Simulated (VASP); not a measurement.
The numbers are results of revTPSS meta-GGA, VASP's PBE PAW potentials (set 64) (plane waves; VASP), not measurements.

VASP input:

POSCAR:
```
PbSe
1
    0.0000000000     3.0817388622     3.0817388622
    3.0817388622     0.0000000000     3.0817388622
    3.0817388622     3.0817388622     0.0000000000
Pb Se
1 1
Direct
  0.0000000000   0.0000000000   0.0000000000
  0.5000000000   0.5000000000   0.5000000000
```

### KPOINTS_OPT
```
k-points along high-symmetry lines
10
Line-mode
Reciprocal
  0.000000   0.000000   0.000000 ! GAMMA
  0.500000   0.000000   0.500000 ! X

  0.500000   0.000000   0.500000 ! X
  0.625000   0.250000   0.625000 ! U

  0.375000   0.375000   0.750000 ! K
  0.000000   0.000000   0.000000 ! GAMMA

  0.000000   0.000000   0.000000 ! GAMMA
  0.500000   0.500000   0.500000 ! L

  0.500000   0.500000   0.500000 ! L
  0.500000   0.250000   0.750000 ! W

  0.500000   0.250000   0.750000 ! W
  0.500000   0.000000   0.500000 ! X
```

**INCAR**
```
! general
SYSTEM   =  PbSe
PREC     =  Accurate
ENCUT    =  520   ! plane-wave cut-off (eV)
LREAL    =  .FALSE.   ! projection in real space or not
LASPH    =  .TRUE.

! electronic loop
EDIFF    =  1E-7
NELM     =  100   ! most electronic steps
ALGO     =  Normal   ! blocked Davidson
LMAXMIX  =  4
LMIXTAU  =  .TRUE.

! smearing
ISMEAR   =  -5   ! tetrahedra, Bloechl

! functional
METAGGA  =  RTPSS

! ions
ISIF     =  2   ! forces and stress, cell fixed

! output
LWAVE    =  .FALSE.
LCHARG   =  .FALSE.
LORBIT   =  11   ! lm-projected
NEDOS    =  601
```

### KPOINTS
```
Regular mesh
0
G
 8 8 8
```

POTCAR, in this order: Pb_d Se (PBE.64 set). Program: vasp_std.

Output

**OSZICAR**
```
       N       E                     dE             d eps       ncg     rms          rms(c)
DAV:   1     0.201236945109E+03    0.20124E+03   -0.96887E+03   812   0.146E+03
DAV:   2     0.512263623464E+02   -0.15001E+03   -0.14712E+03   842   0.361E+02
DAV:   3     0.397800568109E+02   -0.11446E+02   -0.11381E+02  1082   0.104E+02
DAV:   4     0.395471606411E+02   -0.23290E+00   -0.23273E+00   890   0.163E+01
DAV:   5     0.395405101730E+02   -0.66505E-02   -0.66504E-02  1078   0.293E+00    0.304E+00
DAV:   6     0.434190283184E+02    0.38785E+01   -0.59871E+00   824   0.334E+01    0.178E+00
DAV:   7     0.430372906240E+02   -0.38174E+00   -0.26322E-01   878   0.747E+00    0.143E+00
DAV:   8     0.433174897937E+02    0.28020E+00   -0.81243E-01   926   0.588E+00    0.842E-01
DAV:   9     0.430139270499E+02   -0.30356E+00   -0.21521E-01   812   0.560E+00    0.771E-01
DAV:  10     0.430127763248E+02   -0.11507E-02   -0.57389E-03   998   0.915E-01    0.888E-01
DAV:  11     0.430293470369E+02    0.16571E-01   -0.87413E-02   980   0.496E+00    0.230E-01
DAV:  12     0.430207892153E+02   -0.85578E-02   -0.22597E-02   992   0.276E+00    0.108E-01
DAV:  13     0.430184957846E+02   -0.22934E-02   -0.27440E-03   818   0.443E-01    0.366E-02
DAV:  14     0.430184430060E+02   -0.52779E-04   -0.20787E-04  1010   0.106E-01    0.478E-02
DAV:  15     0.430181675630E+02   -0.27544E-03   -0.44588E-04   962   0.210E-01    0.114E-01
DAV:  16     0.430181959025E+02    0.28340E-04   -0.87197E-05   836   0.697E-02    0.165E-01
DAV:  17     0.430179911954E+02   -0.20471E-03   -0.10977E-04   966   0.750E-02    0.232E-01
DAV:  18     0.430181814897E+02    0.19029E-03   -0.28576E-04  1040   0.173E-01    0.139E-01
DAV:  19     0.430182686842E+02    0.87195E-04   -0.31954E-04   968   0.132E-01    0.416E-02
DAV:  20     0.430182724433E+02    0.37590E-05   -0.58102E-05   952   0.490E-02    0.524E-03
DAV:  21     0.430182718128E+02   -0.63044E-06   -0.76801E-06   908   0.281E-02    0.835E-03
DAV:  22     0.430182711123E+02   -0.70055E-06   -0.97805E-07   842   0.111E-02    0.792E-03
DAV:  23     0.430182714434E+02    0.33112E-06   -0.35044E-07   808   0.599E-03    0.528E-03
DAV:  24     0.430182711541E+02   -0.28933E-06   -0.46085E-07   718   0.458E-03    0.174E-03
DAV:  25     0.430182711813E+02    0.27212E-07   -0.94188E-08   436   0.235E-03
   1 F= 0.43018271E+02 E0= 0.43018271E+02  d E =0.000000E+00
       N       E                     dE             ncg
       N       E                     dE             ncg
       N       E                     dE             ncg
```

### OUTCAR
```
------------------------ aborting loop because EDIFF is reached ----------------------------------------
  FORCE on cell =-STRESS in cart. coord.  units (eV):
  Direction    XX          YY          ZZ          XY          YZ          ZX
  --------------------------------------------------------------------------------------
  Total        0.0196595      0.0196595      0.0196595      0.0000000      0.0000000      0.0000000
  in kB        0.5381019      0.5381019      0.5381019      0.0000000      0.0000000      0.0000000
  external PRESSURE =       0.5381019 kB  Pullay stress =       0.0000000 kB
  volume of cell :       58.54
      direct lattice vectors                 reciprocal lattice vectors
     0.000000000  3.081738862  3.081738862    -0.162246064  0.162246064  0.162246064
     3.081738862  0.000000000  3.081738862     0.162246064 -0.162246064  0.162246064
     3.081738862  3.081738862  0.000000000     0.162246064  0.162246064 -0.162246064
  FREE ENERGIE OF THE ION-ELECTRON SYSTEM (eV)
  ---------------------------------------------------
  free  energy   TOTEN  =        43.0182711813 eV

  energy  without entropy=       43.0182711813  energy(sigma->0) =       43.01827118

 total charge

# of ion       s       p       d       tot
------------------------------------------
    1        1.485   0.503   9.821  11.809
    2        1.456   2.343   0.016   3.815
--------------------------------------------------
tot          2.941   2.846   9.836  15.623
```
(Selected blocks of OUTCAR.)

The compound is PbSe in the rock salt structure. It was relaxed first.
